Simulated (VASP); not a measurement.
# FeAu (R-3m) in VASP: a series of runs, part 2 of 2

VASP 6.6.1. The steps go on from the part before.

**3. Single point, PBE, collinear spin, typed start**

File INCAR:

```
ALGO = Normal ; EDIFF = 1E-6
ENCUT = 520 ; GGA = PE
ISIF = 2 ; ISMEAR = 0
ISPIN = 2 ; LASPH = True
LCHARG = False ; LMAXMIX = 4
LORBIT = 11 ; LREAL = False
LWAVE = False ; MAGMOM = 3.23 0
NBANDS = 20 ; NELM = 150
PREC = Accurate ; SIGMA = 0.1
```

File KPOINTS:

```
k-points
0
Gamma
  6 6 6
```

File POSCAR:

```
FeAu
1.0
    1.4117478522      0.8150730025      4.4694532999
   -1.4117478522      0.8150730025      4.4694532999
    0.0000000000     -1.6301460050      4.4694532999
Fe Au
1 1
Direct
    0.5000000000      0.5000000000      0.5000000000
    0.0000000000      0.0000000000      0.0000000000
```

Potentials or basis: VASP PAW PBE potentials, release 64 (Fe, Au).

Run with:

```console
$ cat potpaw_PBE.64/Fe/POTCAR potpaw_PBE.64/Au/POTCAR > POTCAR
$ mpirun -np 1 vasp_std > vasp.out
```

OUTCAR:

```text
EDIFF = 1E-6
   ENCUT = 520
   GGA = PE
   ISIF = 2
   ISMEAR = 0
   ISPIN = 2
   LASPH = True
   LORBIT = 11
   LREAL = False
   NELM = 150
   PREC = Accurate

 ion  position               nearest neighbor table
   1  0.500  0.500  0.500-   2 2.77   2 2.77   2 2.77   2 2.77   2 2.77   2 2.77
   2  0.000  0.000  0.000-   1 2.77   1 2.77   1 2.77   1 2.77   1 2.77   1 2.77

  LATTYP: Found a trigonal (rhomboedric) cell.
 ALAT       =     4.7574561267
 COS(alpha) =     0.8238856747

  Lattice vectors:

 A1 = (   1.4117478522,   0.8150730025,   4.4694532999)
 A2 = (  -1.4117478522,   0.8150730025,   4.4694532999)
 A3 = (   0.0000000000,  -1.6301460050,   4.4694532999)

Analysis of symmetry for initial positions (statically):
=====================================================================
 Subroutine PRICEL returns:
 Original cell was already a primitive cell.

 Routine SETGRP: Setting up the symmetry group for a
 trigonal (rhombohedral) supercell.

 Subroutine GETGRP returns: Found 12 space group operations
 (whereof 12 operations were pure point group operations)
 out of a pool of 12 trial point group operations.

The static configuration has the point symmetry D_3d.

Analysis of symmetry for dynamics (positions and initial velocities):
=====================================================================
 Subroutine PRICEL returns:
 Original cell was already a primitive cell.

 Routine SETGRP: Setting up the symmetry group for a
 trigonal (rhombohedral) supercell.

 Subroutine GETGRP returns: Found 12 space group operations
 (whereof 12 operations were pure point group operations)
 out of a pool of 12 trial point group operations.

The dynamic configuration has the point symmetry D_3d.

Analysis of structural, dynamic, and magnetic symmetry:
=====================================================================
 Subroutine PRICEL returns:
 Original cell was already a primitive cell.

 Routine SETGRP: Setting up the symmetry group for a
 trigonal (rhombohedral) supercell.

 Subroutine GETGRP returns: Found 12 space group operations
 (whereof 12 operations were pure point group operations)
 out of a pool of 12 trial point group operations.

The overall configuration has the point symmetry D_3d.

 Subroutine INISYM returns: Found 12 space group operations
 (whereof 12 operations are pure point group operations),
 and found     1 'primitive' translations

----------------------------------------------------------------------------------------

                                     Primitive cell

  volume of cell :      30.8574

  direct lattice vectors                    reciprocal lattice vectors
     1.411747852  0.815073003  4.469453300     0.354170895  0.204480661  0.074580337
    -1.411747852  0.815073003  4.469453300    -0.354170895  0.204480661  0.074580337
     0.000000000 -1.630146005  4.469453300     0.000000000 -0.408961323  0.074580337

  length of vectors
     4.757456127  4.757456127  4.757456127     0.415706135  0.415706135  0.415706135

  position of ions in fractional coordinates (direct lattice)
     0.500000000  0.500000000  0.500000000
     0.000000000  0.000000000  0.000000000

  ion indices of the primitive-cell ions
   primitive index   ion index
[... 67 lines left out ...]
   ICHARG =      2    charge: 1-file 2-atom 10-const
   ISPIN  =      2    spin polarized calculation?
   LNONCOLLINEAR =      F non collinear calculations
   LSORBIT =      F    spin-orbit coupling
   LASPH  =      T    aspherical Exc in radial PAW
   ENCUT  =  520.0 eV  38.22 Ry    6.18 a.u.   8.85  8.85  8.85*2*pi/ulx,y,z
   NELM   =    150;   NELMIN=  2; NELMDL= -5     # of ELM steps
   EDIFF  = 0.1E-05   stopping-criterion for ELM
   LREAL  =      F    real-space projection
   EDIFFG = 0.1E-04   stopping-criterion for IOM
   NSW    =      0    number of steps for IOM
   IBRION =     -1    ionic relax: 0-MD 1-quasi-New 2-CG
   NFREE  =      0    steps in history (QN), initial steepest desc. (CG)
   ISIF   =      2    stress and relaxation
   ISYM   =      2    0-nonsym 1-usesym 2-fastsym
   POTIM  = 0.5000    time-step for ionic-motion
   TEBEG  =    0.0;   TEEND  =   0.0 temperature during run
   PSTRESS=    0.0 pullay stress
   NELECT =      19.0000    total number of electrons
   NUPDOWN=      -1.0000    fix difference up-down
   EMIN   =  10.00;   EMAX   =-10.00  energy-range for DOS
   EFERMI =   0.00;   METHOD = LEGACY
   ISMEAR =     0;   SIGMA  =   0.10  broadening in eV -4-tet -1-fermi 0-gaus
   EFERMI_NEDOS =   21; number of points for ismear=-14 and -15
   IALGO  =     38    algorithm
   IMIX   =      4    mixing-type and parameters
     AMIX     =   0.40;   BMIX     =  1.00
     AMIX_MAG =   1.60;   BMIX_MAG =  1.00
  volume/ion in A,a.u.               =      15.43       104.12
  Fermi-wavevector in a.u.,A,eV,Ry     =   1.392749  2.631914 26.391907  1.939750
  Thomas-Fermi vector in A             =   2.516462
   LORBIT       =     11    0 simple, 1 ext, 2 COOP (PROOUT), +10 PAW based schemes
   GGA     = PE    functional components
   LHFCALC =     F    Hartree Fock is set to
   AEXX    =    0.0000 exact exchange contribution
   IVDW    =     0    specifies the selected vdW correction
   LEPSILON=     F    determine dielectric tensor
   LRPA    =     F    only Hartree local field effects (RPA)
 spin polarized calculation
 Gauss-broadening in eV      SIGMA  =   0.10
  energy-cutoff  :      520.00
  volume of cell :       30.86
 maximum number of plane-waves:       844
   NGX = 17   NGY = 17   NGZ = 17

 number of electron      19.0000004 magnetization       2.8831675

 Free energy of the ion-electron system (eV)
  ---------------------------------------------------
  ext. energy  EPLUGINS =         0.00000000
  ---------------------------------------------------
  free energy    TOTEN  =       -10.93874905 eV

  energy without entropy =      -10.92548856  energy(sigma->0) =      -10.93211880

 E-fermi :   7.4600     XC(G=0): -12.4120

 val. band max:        7.4539264092   @ k =   0.3333   0.1667   0.0000
 cond. band min:       7.4614925001   @ k =  -0.3333   0.3333   0.3333
 fundamental gap:      0.0075660909
 Fermi energy:         7.4600345512

 spin component 1

 k-point     1 :       0.0000    0.0000    0.0000
  band No.  band energies     occupation
      1      -1.9634      1.00000
      2       0.8320      1.00000
      3       2.5893      1.00000
      4       2.5893      1.00000
      5       3.7662      1.00000
      6       3.7662      1.00000
[... 541 lines left out ...]
     19      24.8271      0.00000
     20      25.6383      0.00000

 [... further k-points ...]

 spin component 2

 k-point     1 :       0.0000    0.0000    0.0000
  band No.  band energies     occupation
      1      -1.9156      1.00000
      2       0.9461      1.00000
      3       2.6709      1.00000
      4       2.6709      1.00000
      5       4.1014      1.00000
      6       4.1014      1.00000
[... 541 lines left out ...]
     19      24.9622      0.00000
     20      25.8926      0.00000

 [... further k-points ...]

------------------------ aborting loop because EDIFF is reached ----------------------------------------

  FORCE on cell =-STRESS in cart. coord.  units (eV):
  Direction    XX          YY          ZZ          XY          YZ          ZX
  --------------------------------------------------------------------------------------
  -------------------------------------------------------------------------------------
  Total       -0.1187705     -0.1187705     -0.3979989      0.0000000     -0.0000000      0.0000000
  in kB       -6.1667978     -6.1667978    -20.6648936      0.0000000     -0.0000000      0.0000000
  external PRESSURE =     -10.9994964 kB  Pullay stress =       0.0000000 kB

 VOLUME and BASIS-vectors are now :
 -----------------------------------------------------------------------------
  energy-cutoff  :      520.00
  volume of cell :       30.86
      direct lattice vectors                 reciprocal lattice vectors
     1.411747852  0.815073003  4.469453300     0.354170895  0.204480661  0.074580337
    -1.411747852  0.815073003  4.469453300    -0.354170895  0.204480661  0.074580337
     0.000000000 -1.630146005  4.469453300     0.000000000 -0.408961323  0.074580337

 POSITION                                       TOTAL-FORCE (eV/Angst)
 -----------------------------------------------------------------------------------
      0.00000      0.00000      6.70418         0.000000     -0.000000      0.000000
      0.00000      0.00000      0.00000         0.000000      0.000000     -0.000000
 -----------------------------------------------------------------------------------
    total drift:                                0.000000     -0.000000      0.000000

  FREE ENERGIE OF THE ION-ELECTRON SYSTEM (eV)
  ---------------------------------------------------
  free  energy   TOTEN  =       -10.9387490458 eV

  energy  without entropy=      -10.9254885639  energy(sigma->0) =      -10.93211880

 total charge

# of ion       s       p       d       tot
------------------------------------------
    1        0.376   0.350   6.104   6.830
    2        0.611   0.454   8.679   9.744
--------------------------------------------------
tot          0.987   0.803  14.783  16.574

 magnetization (x)

# of ion       s       p       d       tot
------------------------------------------
    1       -0.002  -0.015   2.902   2.885
    2       -0.019  -0.040   0.083   0.024
--------------------------------------------------
tot         -0.022  -0.054   2.985   2.909
```

stdout:

```text
POSCAR found type information on POSCAR FeAu
 POSCAR found :  2 types and       2 ions
 scaLAPACK will be used
 LDA part: xc-table for (Slater+PW92), standard interpolation
 POSCAR, INCAR and KPOINTS ok, starting setup
 FFT: planning ... GRIDC
 FFT: planning ... GRID_SOFT
 FFT: planning ... GRID
 WAVECAR not read
 entering main loop
```

Run time: 64 s. Hardware: 1 thread of Intel Xeon Platinum 8375C at 2.90GHz (Ice Lake), shared host; peak memory 0.26 GiB.

Results:

```
Free energy                                           : -10.9387 eV
Pressure                                              : -1.1 GPa
Band gap on the k mesh                                : none (metal or under the smearing width)
Net moment                                            : 2.88 μB per cell
Site moments                                          : Fe +2.88; Au +0.02 μB
Valence electrons inside the program's atomic spheres : Fe 6.83; Au 9.74
```

Stress tensor (GPa, compression positive):
```
-0.62  0.00  0.00
 0.00 -0.62  0.00
 0.00  0.00 -2.07
```

Caveat: the k mesh is coarse (spacing up to 0.44 Å⁻¹), so the values aren't converged. The run has no spin-orbit coupling, so splittings on Au are missing.

**4. Single point, BLYP, collinear spin, typed start**

File INCAR:

```
AGGAC = 1.0 ; AGGAX = 1.0
ALDAC = 0.0 ; ALDAX = 1.0
ALGO = Normal ; EDIFF = 1E-7
ENCUT = 520 ; GGA = B5
ISIF = 2 ; ISMEAR = 1
ISPIN = 2 ; LASPH = True
LCHARG = False ; LMAXMIX = 4
LORBIT = 11 ; LREAL = False
LWAVE = False ; MAGMOM = 3.23 0
NBANDS = 20 ; NELM = 150
PREC = Accurate ; SIGMA = 0.002
```

KPOINTS is that of step 3.

POSCAR is that of step 3.

Run with:

```console
$ cat potpaw_PBE.64/Fe/POTCAR potpaw_PBE.64/Au/POTCAR > POTCAR
$ mpirun -np 1 vasp_std > vasp.out
```

Run time: 87 s. Hardware: 1 thread of Intel Xeon Platinum 8375C at 2.90GHz (Ice Lake), shared host; peak memory 0.26 GiB.

Results (log left out):

| Item | Value |
| --- | --- |
| Free energy | -9.0447 eV |
| Pressure | 7.3 GPa |
| Band gap on the k mesh | none (metal or under the smearing width) |
| Net moment | 2.64 μB per cell |
| Site moments | Fe +2.71; Au -0.02 μB |
| Valence electrons inside the program's atomic spheres | Fe 6.90; Au 9.77 |

Stress tensor (GPa, compression positive):
```
7.74 0.00 0.00
0.00 7.74 0.00
0.00 0.00 6.41
```

Levels at points of the mesh, in eV from the Fermi level:
Spin up:
| k point | band 9 | band 10 | band 11 | band 12 | band 13 | band 14 |
| --- | --- | --- | --- | --- | --- | --- |
| (0.00, 0.00, 0.00) | -2.06 | -1.39 | -1.39 | -0.39 | 4.30 | 15.17 |
| (0.50, 0.00, 0.00) | -2.02 | -1.09 | 1.06 | 1.41 | 6.06 | 6.63 |
| (0.50, 0.50, 0.00) | -1.16 | -1.03 | -0.67 | 1.48 | 3.42 | 7.16 |
| (0.50, 0.50, 0.50) | -2.30 | -2.30 | -1.86 | -1.86 | 11.48 | 13.29 |
Spin down:
```csv
k point,band 4,band 5,band 6,band 7,band 8,band 9,band 10,band 11,band 12,band 13
"(0.00, 0.00, 0.00)",-4.90,-3.44,-3.44,-1.26,-0.34,0.28,0.28,1.21,1.21,5.17
"(0.50, 0.00, 0.00)",-3.81,-2.49,-2.02,-1.52,-0.62,0.55,1.44,1.58,2.69,6.74
"(0.50, 0.50, 0.00)",-4.02,-2.03,-1.02,-0.67,0.03,1.15,1.16,1.53,1.58,4.25
"(0.50, 0.50, 0.50)",-4.85,-4.85,-3.25,-3.25,-0.77,0.06,0.06,0.93,0.93,11.95
```

Caveat: the k mesh is coarse (spacing up to 0.44 Å⁻¹), so the values aren't converged; the PAW data sets were made with another functional, which shifts forces and pressure a little.
